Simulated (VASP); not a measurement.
Set up this calculation in VASP 6.6.1, as the native input.

```
Task                : relaxation of the atoms
Functional          : PBE
Potentials or basis : VASP PAW PBE potentials, release 64 (Ga_d, C, N)
Cutoff              : 450 eV
k mesh              : 2 × 2 × 2
Occupations         : gaussian, width 0.01 eV
Spin                : collinear spin, ferromagnetic start
Monkhorst-Pack mesh : yes
```

The structure of Ga24CN23 (a cell with a defect) lies in POSCAR:

```
Ga24CN23
1.0
   -3.2177240000     -5.5732640000      5.2440550000
    6.4354500000      0.0000000000      5.2440550000
   -3.2177260000      5.5732640000      5.2440550000
Ga C N
24 1 23
Direct
    0.8330620000      0.4997285000      0.6663955000
    0.6663953300      0.3330618300      0.9997288300
    0.9997286700      0.6663951700      0.3330621700
    0.6663953300      0.8330618300      0.4997288300
    0.9997286700      0.1663951700      0.8330621700
    0.1663953300      0.3330618300      0.4997288300
    0.4997286700      0.6663951700      0.8330621700
    0.8330620000      0.9997285000      0.1663955000
    0.3330620000      0.4997285000      0.1663955000
    0.3330620000      0.9997285000      0.6663955000
    0.1663953300      0.8330618300      0.9997288300
    0.4934854000      0.1685377700      0.3424061100
    0.6667455300      0.4984169700      0.3386279200
    0.4952754300      0.3407198300      0.6787558500
    0.8330620000      0.6663955000      0.9997285000
    0.4997286700      0.8330621700      0.1663951700
    0.8403867200      0.1665770700      0.5086386000
    0.9997286700      0.3330621700      0.1663951700
    0.3330620000      0.6663955000      0.4997285000
    0.6663953300      0.9997288300      0.8330618300
    0.1663953300      0.4997288300      0.8330618300
    0.1663953300      0.9997288300      0.3330618300
    0.9997286700      0.8330621700      0.6663951700
    0.3330620000      0.1663955000      0.9997285000
    0.6304233200      0.2950947600      0.4596879500
    0.4586046700      0.1252711700      0.7919381700
    0.7919380000      0.4586045000      0.1252715000
    0.4586046700      0.6252711700      0.2919381700
    0.7919380000      0.9586045000      0.6252715000
    0.9586046700      0.1252711700      0.2919381700
    0.2919380000      0.4586045000      0.6252715000
    0.6252713300      0.7919378300      0.9586048300
    0.1252713300      0.2919378300      0.9586048300
    0.1252713300      0.7919378300      0.4586048300
    0.9586046700      0.6252711700      0.7919381700
    0.2919380000      0.9586045000      0.1252715000
    0.7919380000      0.6252715000      0.4586045000
    0.6252713300      0.4586048300      0.7919378300
    0.9586046700      0.7919381700      0.1252711700
    0.6252713300      0.9586048300      0.2919378300
    0.9586046700      0.2919381700      0.6252711700
    0.1252713300      0.4586048300      0.2919378300
    0.4586046700      0.7919381700      0.6252711700
    0.7919380000      0.1252715000      0.9586045000
    0.2919380000      0.6252715000      0.9586045000
    0.2919380000      0.1252715000      0.4586045000
    0.1252713300      0.9586048300      0.7919378300
    0.4586046700      0.2919381700      0.1252711700
```

One way to write it, as run:

INCAR

```
  PREC = Normal
  ENCUT = 450
  EDIFF = 1E-6
  ISMEAR = 0
  SIGMA = 0.01
  LREAL = Auto
  LASPH = True
  NELM = 150
  ALGO = Normal
  ISIF = 2
  LWAVE = False
  LCHARG = False
  ISPIN = 2
  MAGMOM = 0 0 0 0 0 0 0 0 0 0 0 0.2 0.2 0.2 0 0 0.2 0 0 0 0 0 0 0 0.2 0 0 0 0 0 0 0 0 0 0 0 0 0 0 0 0 0 0 0 0 0 0 0
  LORBIT = 11
  GGA = PE
  IBRION = 2
  NSW = 70
  EDIFFG = -0.025
  AMIX = 0.2
  BMIX = 1E-4
  AMIX_MAG = 0.8
  BMIX_MAG = 1E-4
  ICORELEVEL = 1
  ISYM = 0
  LUSENCCL = False
```

KPOINTS

```
Automatic mesh
0
Monkhorst-Pack
  2 2 2
```

Potentials or basis: VASP PAW PBE potentials, release 64 (Ga_d, C, N).

Launch:

```bash
$ cat potpaw_PBE.64/Ga_d/POTCAR potpaw_PBE.64/C/POTCAR potpaw_PBE.64/N/POTCAR > POTCAR
$ mpirun -np 1 vasp_std > vasp.out
```

It gave:

```
Energy gained by relaxing                             : 6.3 meV/atom
Ionic steps                                           : 12
Largest force after relaxing                          : 0.019 eV/Å
Net moment                                            : 1.00 μB per cell
Site moments                                          : Ga +0.00, -0.00, +0.02, +0.03, +0.01; C +0.15; N +0.03, +0.04, +0.05, +0.01, +0.02 μB
Valence electrons inside the program's atomic spheres : Ga 11.79, 11.81, 11.82, 11.85, 11.84, 11.83, 11.80; C 2.41; N 3.71, 3.72
```

Caveat: the k mesh is coarse (spacing up to 0.38 Å⁻¹), so the values aren't converged.

Run time: 86 min on 1 × NVIDIA H100 80GB with 1 thread of AMD EPYC 7R13 Processor (Zen 3) (shared host), peak memory 1.7 GiB.
